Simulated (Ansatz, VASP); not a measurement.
## Two plane-wave programs on K2Ge

The input INCAR:

```
ALGO = Fast ; EDIFF = 1E-6
ENCUT = 520 ; GGA = PE
ISIF = 2 ; ISMEAR = 0
LASPH = T ; LCHARG = T
LELF = T ; LREAL = F
LVHAR = T ; LWAVE = F
NBANDS = 23 ; NELM = 100
PREC = Accurate ; SIGMA = 0.1
```

Contents of KPOINTS:

```
k-points
0
Gamma
  6 6 4
```

Contents of POSCAR:

```
K2Ge
1.0
    4.7908410400      0.0000000000      0.0000000000
   -2.3954205200      4.1489900400      0.0000000000
    0.0000000000      0.0000000000      4.7165042900
K Ge
2 1
Direct
    0.6666666700      0.3333333300      0.5157329400
    0.3333333300      0.6666666700      0.4842670600
    0.0000000000      0.0000000000      0.0000000000
```

Input for Ansatz:

```yaml
crystal:
  lattice:
    - [4.79084104, 0.0, 0.0]
    - [-2.39542052, 4.14899004, 0.0]
    - [0.0, 0.0, 4.71650429]
  atoms:
    - { symbol: K, position: [0.66666667, 0.33333333, 0.51573294] }
    - { symbol: K, position: [0.33333333, 0.66666667, 0.48426706] }
    - { symbol: Ge, position: [0.0, 0.0, 0.0] }
basis:
  ecutwfc: 420
kpoints:
  mp_grid: { grid: [6, 6, 4] }
hamiltonian:
  xc: pbe
scf:
  occupations: { method: gaussian, width: 0.1 }
  lower_state_search: "off"
output:
  forces: true
  stress: true
  eigenvalues: true
```

Change from the starting cell: species swapped into the EuGe2 type (P-3m1, No. 164).

Alike in both runs: task single point; functional PBE; k mesh 6 × 6 × 4; occupations gaussian, width 0.1 eV; no spin polarisation.

|  | VASP | Ansatz |
| --- | --- | --- |
| version | VASP 6.6.1 | Ansatz 0.2.0 |
| potentials or method | VASP PAW PBE potentials, release 64 (K_sv, Ge_d) | scalar-relativistic, plane waves, PAW |
| plane-wave cutoff (eV) | 520 | 420 |
| valence electrons in the cell | 32 | 32 |

|  | VASP | Ansatz | Ansatz less VASP |
| --- | --- | --- | --- |
| gap on the k mesh at the Fermi level (eV) | none | none | - |
| pressure (GPa) | 3.0 | 3.1 | +0.05 |
| largest component of the traceless stress (GPa) | 7.09 | 7.03 | -0.066 |
| rms of the force components (eV/Å) | 0.073 | 0.072 | -0.0017 |

Atom by atom the forces differ by 0.002 eV/Å (rms over components). A gap of «none» marks a metal or a gap that the smearing closes.
